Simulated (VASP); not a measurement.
Consider the following.

```yaml
crystal:
  lattice:
    - [-2.97693, 2.97693, 1.62112]
    - [2.97693, -2.97693, 1.62112]
    - [2.97693, 2.97693, -1.62112]
  atoms:
    - { symbol: Sn, position: [0.25000, 0.75000, 0.50000] }
    - { symbol: Sn, position: [0.00000, 0.00000, 0.00000] }
```

Level of theory: rev-vdW-DF2, VASP's PBE PAW potentials (set 64) (plane waves; VASP). Settings: 520 eV cut-off, 13×13×13 Γ-centred mesh, first-order Methfessel-Paxton smearing of 0.10 eV, potentials Sn_d.

Task: Give the stress tensor in GPa (positive for a compressed cell).

Result: 
```
-1.40   0.00   0.00
 0.00  -1.40   0.00
 0.00   0.00  -1.46
```
The pressure is its mean diagonal, -1.42 GPa.

The compound is Sn in the beta structure. This cell is one point of a volume scan, at 1.03 of the reference volume.
